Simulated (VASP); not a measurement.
All values below come from LDA (Ceperley-Alder, Perdew-Zunger), VASP's LDA PAW potentials (set 64) (plane waves; VASP).

Input for VASP

KPOINTS:
```
K-points
0
G
 5 5 7
0 0 0
```

### POSCAR
```
PbO2
1
    4.9600000000     0.0000000000     0.0000000000
    0.0000000000     4.9600000000     0.0000000000
    0.0000000000     0.0000000000     3.3900000000
Pb O
2 4
Direct
  0.0000000000   0.0000000000   0.0000000000
  0.5000000000   0.5000000000   0.5000000000
  0.3070000000   0.3070000000   0.0000000000
  0.8070000000   0.1930000000   0.5000000000
  0.1930000000   0.8070000000   0.5000000000
  0.6930000000   0.6930000000   0.0000000000
```

INCAR:
```
SYSTEM = PbO2
PREC = Accurate
ENCUT = 400
EDIFF = 1E-6
NELM = 100
ALGO = Normal
LREAL = .FALSE.
LASPH = .TRUE.
ISMEAR = -1
SIGMA = 0.1
LMAXMIX = 4
LWAVE = .FALSE.
LCHARG = .FALSE.
ISIF = 2
```

POTCAR, in this order: Pb_d O (LDA.64 set). Program: vasp_std.

Output

**OSZICAR**
```
       N       E                     dE             d eps       ncg     rms          rms(c)
DAV:   1     0.623916643540E+03    0.62392E+03   -0.22746E+04  1488   0.171E+03
DAV:   2     0.381598299993E+02   -0.58576E+03   -0.56620E+03  1656   0.499E+02
DAV:   3    -0.395194814041E+02   -0.77679E+02   -0.76345E+02  1954   0.212E+02
DAV:   4    -0.421155423399E+02   -0.25961E+01   -0.25907E+01  1774   0.437E+01
DAV:   5    -0.422279797743E+02   -0.11244E+00   -0.11242E+00  2078   0.820E+00    0.133E+01
DAV:   6    -0.368558262430E+02    0.53722E+01   -0.23379E+01  2309   0.564E+01    0.444E+00
DAV:   7    -0.368061738102E+02    0.49652E-01   -0.16503E+00  1618   0.996E+00    0.268E+00
DAV:   8    -0.367433032970E+02    0.62871E-01   -0.50944E-01  2349   0.680E+00    0.117E+00
DAV:   9    -0.367149452817E+02    0.28358E-01   -0.11643E-01  2384   0.431E+00    0.123E-01
DAV:  10    -0.367158605301E+02   -0.91525E-03   -0.93916E-03  1698   0.549E-01    0.732E-02
DAV:  11    -0.367158403527E+02    0.20177E-04   -0.19490E-04  2182   0.122E-01    0.326E-02
DAV:  12    -0.367158337077E+02    0.66450E-05   -0.88860E-06  2017   0.379E-02    0.189E-02
DAV:  13    -0.367158299468E+02    0.37610E-05   -0.26405E-05  2162   0.605E-02    0.283E-03
DAV:  14    -0.367158300520E+02   -0.10523E-06   -0.25920E-06  1467   0.164E-02
   1 F= -.36715830E+02 E0= -.36708926E+02  d E =-.138077E-01
```

**OUTCAR**
```
------------------------ aborting loop because EDIFF is reached ----------------------------------------
  FORCE on cell =-STRESS in cart. coord.  units (eV):
  Direction    XX          YY          ZZ          XY          YZ          ZX
  --------------------------------------------------------------------------------------
  Total       -3.0728029     -3.0728029     -2.7583495      0.0000000      0.0000000      0.0000000
  in kB      -59.0312852    -59.0312852    -52.9903538      0.0000000      0.0000000      0.0000000
  external PRESSURE =     -57.0176414 kB  Pullay stress =       0.0000000 kB
  volume of cell :       83.40
      direct lattice vectors                 reciprocal lattice vectors
     4.960000000  0.000000000  0.000000000     0.201612903  0.000000000  0.000000000
     0.000000000  4.960000000  0.000000000     0.000000000  0.201612903  0.000000000
     0.000000000  0.000000000  3.390000000     0.000000000  0.000000000  0.294985251
 POSITION                                       TOTAL-FORCE (eV/Angst)
 -----------------------------------------------------------------------------------
      0.00000      0.00000      0.00000         0.000000      0.000000      0.000000
      2.48000      2.48000      1.69500         0.000000      0.000000      0.000000
      1.52272      1.52272      0.00000         0.029721      0.029721      0.000000
      4.00272      0.95728      1.69500         0.029721     -0.029721      0.000000
      0.95728      4.00272      1.69500        -0.029721      0.029721      0.000000
      3.43728      3.43728      0.00000        -0.029721     -0.029721     -0.000000
 -----------------------------------------------------------------------------------
    total drift:                                0.000000      0.000000     -0.000000
  FREE ENERGIE OF THE ION-ELECTRON SYSTEM (eV)
  ---------------------------------------------------
  free  energy   TOTEN  =       -36.7158300520 eV

  energy  without entropy=      -36.7020223999  energy(sigma->0) =      -36.70892623
```
(Selected blocks of OUTCAR.)

At this cut-off the stress carries a Pulay error, which pulls relaxed volumes low.

The structure is a typed PbO2 crystal. The cell was not relaxed at this level.
